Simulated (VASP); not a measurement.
# MgCd2Te3 (I-4m2) in VASP: relaxation of cell and atoms with PBE

Aim: the relaxation of cell and atoms of MgCd2Te3 with PBE.

Everything below comes from runs of VASP 6.6.1. Logs are shortened: lines on timing, memory, paths and dates and some standing lists are left out, and cuts for length are marked.

### Step 1. Starting point

Symmetry: I-4m2, No. 119, tetragonal system. The conventional cell has a = 4.575 Å, b = 4.575 Å, c = 19.410 Å, α = 90.00°, β = 90.00°, γ = 90.00°. Mg (site symmetry -4m2) is surrounded by 4 Te at 2.80 Å. Cd (site symmetry 2mm) has 4 Te at 2.80 Å as nearest neighbours. Te (site symmetry 2mm) is surrounded by 2 Mg at 2.80 Å and 2 Cd at 2.80 Å. Around Te (site symmetry -4m2) lie 4 Cd at 2.80 Å.

The cell was built by a generator and needn't be a form met in nature.

### Step 2. Relaxation of cell and atoms, PBE

Input file INCAR:

```
  ALGO = Fast
  EDIFF = 1E-4
  EDIFFG = -0.08
  ENCUT = 520
  GGA = PE
  IBRION = 2
  ISIF = 3
  ISMEAR = 0
  LASPH = True
  LCHARG = False
  LREAL = False
  LWAVE = False
  NELM = 60
  NSW = 24
  PREC = Normal
  SIGMA = 0.15
```

Input file KPOINTS:

```
k-points
0
Gamma
  4 4 4
```

Input file POSCAR:

```
MgCd2Te3
1.0
   -2.2875000000      2.2875000000      9.7050000000
    2.2875000000     -2.2875000000      9.7050000000
    2.2875000000      2.2875000000     -9.7050000000
Mg Cd Te
1 2 3
Direct
    0.0000000000      0.0000000000      0.0000000000
    0.3333000000      0.3333000000      0.0000000000
    0.6667000000      0.6667000000      0.0000000000
    0.9167000000      0.4167000000      0.5000000000
    0.5833000000      0.0833000000      0.5000000000
    0.2500000000      0.7500000000      0.5000000000
```

Potentials or basis: VASP PAW PBE potentials, release 64 (Mg, Cd, Te).

On the command line:

```bash
cat potpaw_PBE.64/Mg/POTCAR potpaw_PBE.64/Cd/POTCAR potpaw_PBE.64/Te/POTCAR > POTCAR
mpirun -np 1 vasp_std > vasp.out
```

OUTCAR:

```text
EDIFF = 1E-4
   EDIFFG = -0.08
   ENCUT = 520
   GGA = PE
   IBRION = 2
   ISIF = 3
   ISMEAR = 0
   LASPH = True
   LREAL = False
   NELM = 60
   NSW = 24
   PREC = Normal

 ion  position               nearest neighbor table
   1  0.000  0.000  0.000-   5 2.80   4 2.80   5 2.80   4 2.80
   2  0.333  0.333  0.000-   6 2.80   6 2.80   4 2.80   4 2.80
   3  0.667  0.667  0.000-   6 2.80   6 2.80   5 2.80   5 2.80
   4  0.917  0.417  0.500-   1 2.80   1 2.80   2 2.80   2 2.80
   5  0.583  0.083  0.500-   1 2.80   1 2.80   3 2.80   3 2.80
   6  0.250  0.750  0.500-   2 2.80   3 2.80   2 2.80   3 2.80

  LATTYP: Found a body centered tetragonal cell.
 ALAT       =     4.5750000000
 C/A-ratio  =     4.2426229508

  Lattice vectors:

 A1 = (  -2.2875000000,   2.2875000000,   9.7050000000)
 A2 = (   2.2875000000,  -2.2875000000,   9.7050000000)
 A3 = (   2.2875000000,   2.2875000000,  -9.7050000000)

Analysis of symmetry for initial positions (statically):
=====================================================================
 Subroutine PRICEL returns:
 Original cell was already a primitive cell.

 Routine SETGRP: Setting up the symmetry group for a
 body centered tetragonal supercell.

 Subroutine GETGRP returns: Found  8 space group operations
 (whereof  8 operations were pure point group operations)
 out of a pool of 16 trial point group operations.

The static configuration has the point symmetry D_2d.

Analysis of symmetry for dynamics (positions and initial velocities):
=====================================================================
 Subroutine PRICEL returns:
 Original cell was already a primitive cell.

 Routine SETGRP: Setting up the symmetry group for a
 body centered tetragonal supercell.

 Subroutine GETGRP returns: Found  8 space group operations
 (whereof  8 operations were pure point group operations)
 out of a pool of 16 trial point group operations.

The dynamic configuration has the point symmetry D_2d.

 Subroutine INISYM returns: Found  8 space group operations
 (whereof  8 operations are pure point group operations),
 and found     1 'primitive' translations

----------------------------------------------------------------------------------------

                                     Primitive cell

  volume of cell :     203.1317

  direct lattice vectors                    reciprocal lattice vectors
    -2.287500000  2.287500000  9.705000000     0.000000000  0.218579235  0.051519835
     2.287500000 -2.287500000  9.705000000     0.218579235  0.000000000  0.051519835
[... 75 lines left out ...]
   ISPIN  =      1    spin polarized calculation?
   LNONCOLLINEAR =      F non collinear calculations
   LSORBIT =      F    spin-orbit coupling
   LASPH  =      T    aspherical Exc in radial PAW
   ENCUT  =  520.0 eV  38.22 Ry    6.18 a.u.  19.02 19.02 19.02*2*pi/ulx,y,z
   NELM   =     60;   NELMIN=  2; NELMDL= -5     # of ELM steps
   EDIFF  = 0.1E-03   stopping-criterion for ELM
   LREAL  =      F    real-space projection
   EDIFFG = -.8E-01   stopping-criterion for IOM
   NSW    =     24    number of steps for IOM
   IBRION =      2    ionic relax: 0-MD 1-quasi-New 2-CG
   NFREE  =      1    steps in history (QN), initial steepest desc. (CG)
   ISIF   =      3    stress and relaxation
   ISYM   =      2    0-nonsym 1-usesym 2-fastsym
   POTIM  = 0.5000    time-step for ionic-motion
   TEBEG  =    0.0;   TEEND  =   0.0 temperature during run
   PSTRESS=    0.0 pullay stress
   NELECT =      44.0000    total number of electrons
   NUPDOWN=      -1.0000    fix difference up-down
   EMIN   =  10.00;   EMAX   =-10.00  energy-range for DOS
   EFERMI =   0.00;   METHOD = LEGACY
   ISMEAR =     0;   SIGMA  =   0.15  broadening in eV -4-tet -1-fermi 0-gaus
   EFERMI_NEDOS =   21; number of points for ismear=-14 and -15
   IALGO  =     68    algorithm
   IMIX   =      4    mixing-type and parameters
     AMIX     =   0.40;   BMIX     =  1.00
     AMIX_MAG =   1.60;   BMIX_MAG =  1.00
  volume/ion in A,a.u.               =      33.86       228.47
  Fermi-wavevector in a.u.,A,eV,Ry     =   0.983180  1.857941 13.151982  0.966643
  Thomas-Fermi vector in A             =   2.114319
   LORBIT       =      0    0 simple, 1 ext, 2 COOP (PROOUT), +10 PAW based schemes
   GGA     = PE    functional components
   LHFCALC =     F    Hartree Fock is set to
   AEXX    =    0.0000 exact exchange contribution
   IVDW    =     0    specifies the selected vdW correction
   LEPSILON=     F    determine dielectric tensor
   LRPA    =     F    only Hartree local field effects (RPA)
 conjugate gradient relaxation of ions
 non-spin polarized calculation
 RMM-DIIS sequential band-by-band and
 Gauss-broadening in eV      SIGMA  =   0.15
  energy-cutoff  :      520.00
  volume of cell :      203.13
 maximum number of plane-waves:      5505
   NGX = 39   NGY = 39   NGZ = 39

--------------------------------------- Ionic step        1  -------------------------------------------

 number of electron      44.0000025 magnetization

 Free energy of the ion-electron system (eV)
  ---------------------------------------------------
  ext. energy  EPLUGINS =         0.00000000
  ---------------------------------------------------
  free energy    TOTEN  =       -15.88144618 eV

  energy without entropy =      -15.88144618  energy(sigma->0) =      -15.88144618

------------------------ aborting loop because EDIFF is reached ----------------------------------------

  FORCE on cell =-STRESS in cart. coord.  units (eV):
  Direction    XX          YY          ZZ          XY          YZ          ZX
  --------------------------------------------------------------------------------------
  -------------------------------------------------------------------------------------
  Total        2.9620082      2.9620082      2.6485882      0.0000000      0.0000000      0.0000000
  in kB       23.3624884     23.3624884     20.8904258      0.0000000      0.0000000      0.0000000
  external PRESSURE =      22.5384675 kB  Pullay stress =       0.0000000 kB
[... 307 lines left out ...]
--------------------------------------- Ionic step        9  -------------------------------------------

 number of electron      44.0000011 magnetization

 Free energy of the ion-electron system (eV)
  ---------------------------------------------------
  ext. energy  EPLUGINS =         0.00000000
  ---------------------------------------------------
  free energy    TOTEN  =       -15.97123726 eV

  energy without entropy =      -15.97123726  energy(sigma->0) =      -15.97123726

 E-fermi :   2.3654     XC(G=0):  -8.1372

 val. band max:        1.8048969862   @ k =   0.0000   0.0000   0.0000
 cond. band min:       2.9076111254   @ k =   0.0000   0.0000   0.0000
 fundamental gap:      1.1027141392
 Fermi energy:         2.3653606033

 k-point     1 :       0.0000    0.0000    0.0000
  band No.  band energies     occupation
      1      -8.8347      2.00000
      2      -8.4992      2.00000
      3      -8.2930      2.00000
      4      -6.1287      2.00000
      5      -6.1287      2.00000
      6      -6.0577      2.00000
[... 399 lines left out ...]
  FREE ENERGIE OF THE ION-ELECTRON SYSTEM (eV)
  ---------------------------------------------------
  free  energy   TOTEN  =       -15.9712372633 eV

  energy  without entropy=      -15.9712372577  energy(sigma->0) =      -15.97123726

 reached required accuracy - stopping structural energy minimisation
```

OSZICAR:

```text
N       E                     dE             d eps       ncg     rms          rms(c)
DAV:   1     0.267610034477E+03    0.26761E+03   -0.18647E+04   676   0.142E+03
DAV:   2    -0.418996180513E+00   -0.26803E+03   -0.26296E+03   806   0.306E+02
DAV:   3    -0.163050195534E+02   -0.15886E+02   -0.15847E+02   766   0.763E+01
DAV:   4    -0.165735350849E+02   -0.26852E+00   -0.26839E+00   924   0.875E+00
[... 57 lines left out ...]
       N       E                     dE             d eps       ncg     rms          rms(c)
DAV:   1    -0.159721452712E+02   -0.42830E-02   -0.40209E-01   692   0.384E+00    0.304E-01
RMM:   2    -0.159715604820E+02    0.58479E-03   -0.95584E-03   676   0.638E-01    0.139E-01
RMM:   3    -0.159713342126E+02    0.22627E-03   -0.12508E-03   648   0.206E-01    0.904E-02
RMM:   4    -0.159712372633E+02    0.96949E-04   -0.34114E-04   492   0.962E-02
   9 F= -.15971237E+02 E0= -.15971237E+02  d E =-.341196E-02
```

CONTCAR:

```text
MgCd2Te3
   1.00000000000000
    -2.3314660108283864    2.3314660108283864    9.8214558836739432
     2.3314660108283864   -2.3314660108283864    9.8214558836739432
     2.3314660108283864    2.3314660108283864   -9.8214558836739432
  Mg              Cd              Te
     1     2     3
Direct
     0.0000000000000000    0.0000000000000000    0.0000000000000000
     0.3335344620174892    0.3335344620174892    0.0000000000000000
     0.6664655379825110    0.6664655379825110    0.0000000000000000
     0.9184427582668798    0.4184427582668802    0.5000000000000000
     0.5815572417331202    0.0815572417331199    0.5000000000000000
     0.2500000000000000    0.7500000000000000    0.5000000000000000

  0.00000000E+00  0.00000000E+00  0.00000000E+00
  0.00000000E+00  0.00000000E+00  0.00000000E+00
  0.00000000E+00  0.00000000E+00  0.00000000E+00
  0.00000000E+00  0.00000000E+00  0.00000000E+00
  0.00000000E+00  0.00000000E+00  0.00000000E+00
  0.00000000E+00  0.00000000E+00  0.00000000E+00
```

Run time: 12 min. Hardware: 1 thread of AMD EPYC 7R13 (Zen 3), shared host; peak memory 0.52 GiB.

Results:

| Item | Value |
| --- | --- |
| Free energy | -15.9712 eV |
| Relaxed volume | 35.59 Å³/atom |
| Relaxed cell | a = 10.360 Å, b = 10.360 Å, c = 10.360 Å, α = 153.99°, β = 153.99°, γ = 37.12° |
| Space group after relaxing (to 0.05 Å) | I-4m2 (No. 119) |
| Energy gained by relaxing | 15.0 meV/atom |
| Ionic steps | 9 |
| Pressure after relaxing | 0.2 GPa |
| Largest force after relaxing | 0.072 eV/Å |
| Band gap on the k mesh | 1.10 eV, direct |

Forces in eV/Å, atoms in the order of the input:
```
Mg   0.000  0.000  0.000
Cd   0.000  0.000  0.052
Cd   0.000  0.000 -0.052
Te   0.000  0.000  0.072
Te   0.000  0.000 -0.072
Te   0.000  0.000  0.000
```

Step by step:
| step | energy change (eV) | largest force (eV/Å) | pressure (GPa) | volume (Å³) |
| --- | --- | --- | --- | --- |
| 1 | 0.0000 | 0.3313 | 2.25 | 203.13 |
| 2 | -0.0814 | 0.1507 | -0.54 | 217.46 |
| 3 | -0.0840 | 0.1802 | -0.02 | 214.84 |
| 4 | -0.0841 | 0.1767 | -0.01 | 215.08 |
| 5 | -0.0835 | 0.1638 | -0.36 | 216.27 |
| 6 | -0.0841 | 0.1740 | -0.28 | 215.33 |
| 7 | -0.0864 | 0.1377 | 0.17 | 213.46 |
| 8 | -0.0864 | 0.1330 | 0.21 | 213.23 |
| 9 | -0.0898 | 0.0724 | 0.20 | 213.55 |

Final structure:
```cif
data_structure
_symmetry_space_group_name_H-M 'P 1'
_symmetry_Int_Tables_number 1
_cell_length_a 10.3601
_cell_length_b 10.3601
_cell_length_c 10.3601
_cell_angle_alpha 153.989
_cell_angle_beta 153.989
_cell_angle_gamma 37.115
_cell_volume 213.55
loop_
_atom_site_label
_atom_site_type_symbol
_atom_site_fract_x
_atom_site_fract_y
_atom_site_fract_z
_atom_site_occupancy
Mg1 Mg 0.00000 0.00000 0.00000 1
Cd1 Cd 0.33353 0.33353 0.00000 1
Cd2 Cd 0.66647 0.66647 0.00000 1
Te1 Te 0.91844 0.41844 0.50000 1
Te2 Te 0.58156 0.08156 0.50000 1
Te3 Te 0.25000 0.75000 0.50000 1
```

Levels at points of the mesh, in eV from the valence-band top:
```tsv
k point	band 20	band 21	band 22	band 23	band 24	band 25
(0.00, 0.00, 0.00)	-0.01	0.00	0.00	1.10	2.86	3.17
(0.50, 0.00, 0.00)	-0.59	-0.58	-0.55	2.09	2.90	3.47
(0.50, 0.50, 0.00)	-1.70	-1.49	-1.49	2.77	2.80	3.80
(0.50, 0.50, 0.50)	-0.62	-0.36	-0.36	2.39	2.68	2.84
```

Caveat: the k mesh is coarse (spacing up to 0.49 Å⁻¹), so the values aren't converged; spin-orbit coupling is left out, which moves the levels of the heavy elements; the relaxation stopped at a loose force limit of 0.08 eV/Å, so its end isn't a converged minimum.
